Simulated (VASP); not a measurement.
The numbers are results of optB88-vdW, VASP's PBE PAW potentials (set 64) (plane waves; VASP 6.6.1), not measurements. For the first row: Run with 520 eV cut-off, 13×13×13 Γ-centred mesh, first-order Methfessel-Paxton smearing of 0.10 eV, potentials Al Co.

```csv
system,energy (eV/atom)
CoAl (CsCl type),-3.9460
Al (fcc),-2.2528
Co (hcp),-4.3841
```

The references are the elements' solids at the same level; no temperature or zero-point terms are added.

Problem. What is the formation energy per atom of CoAl?

Solution. The references average (1×(-2.2528) + 1×(-4.3841))/2 = -3.3185 eV, so the formation energy is -3.9460 − (-3.3185) = -0.628 eV/atom.
